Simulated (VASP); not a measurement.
Computed with PBE GGA with D3 dispersion (Becke-Johnson damping), VASP's PBE PAW potentials (set 64) (plane waves; VASP).

The input files of a VASP run:

**INCAR**
```
! general
SYSTEM  = WSe2
PREC    = Accurate
ENCUT   = 520
LREAL   = .FALSE.
LASPH   = .TRUE.

! electronic loop
EDIFF   = 1E-7
NELM    = 100
ALGO    = Normal
LMAXMIX = 6

! smearing
ISMEAR  = -5

! functional
GGA     = PE
IVDW    = 12

! ions
ISIF    = 2

! output
LWAVE   = .FALSE.
LCHARG  = .TRUE.
LORBIT  = 11
NEDOS   = 601

! other
LEFG    = .TRUE.
```

File POSCAR:
```
WSe2
3.280450
  0.5000000124  -0.8660253264   0.0000000000
  0.5000000124   0.8660253264   0.0000000000
  0.0000000000   0.0000000000   3.8975747263
W Se
2 4
direct
  0.3333330000   0.6666670000   0.2500000000
  0.6666670000   0.3333330000   0.7500000000
  0.3333330000   0.6666670000   0.8819030488
  0.6666670000   0.3333330000   0.3819030488
  0.6666670000   0.3333330000   0.1180969512
  0.3333330000   0.6666670000   0.6180969512
```

**KPOINTS**
```
Automatic mesh
0
Gamma
9 9 2
0 0 0
```

POTCAR, in this order: W_sv Se (PBE.64 set). Program: vasp_std.

### Question
What does the run give for the energy per atom (σ→0), dispersion energy?

### Answer

```json
{
  "energy per atom (σ→0)": "-7.655 eV/atom",
  "dispersion_energy": "-65.75 kcal/mol"
}
```

### OSZICAR
```
...
DAV:  10    -0.430797816803E+02    0.13817E-02   -0.20024E-02  1945   0.896E-01    0.191E-01
DAV:  11    -0.430796607953E+02    0.12089E-03   -0.28764E-03  1890   0.330E-01    0.158E-01
DAV:  12    -0.430796309412E+02    0.29854E-04   -0.11662E-04  1933   0.606E-02    0.970E-02
DAV:  13    -0.430796248002E+02    0.61410E-05   -0.12212E-04  1893   0.611E-02    0.502E-03
DAV:  14    -0.430796254335E+02   -0.63331E-06   -0.42275E-06  1768   0.122E-02    0.560E-03
DAV:  15    -0.430796255585E+02   -0.12507E-06   -0.24740E-07  1528   0.279E-03    0.389E-03
DAV:  16    -0.430796256471E+02   -0.88560E-07   -0.12358E-07  1206   0.219E-03
   1 F= -.45930651E+02 E0= -.45930651E+02  d E =0.000000E+00
```

The compound is WSe2 in the 2H layered structure. It was relaxed first.
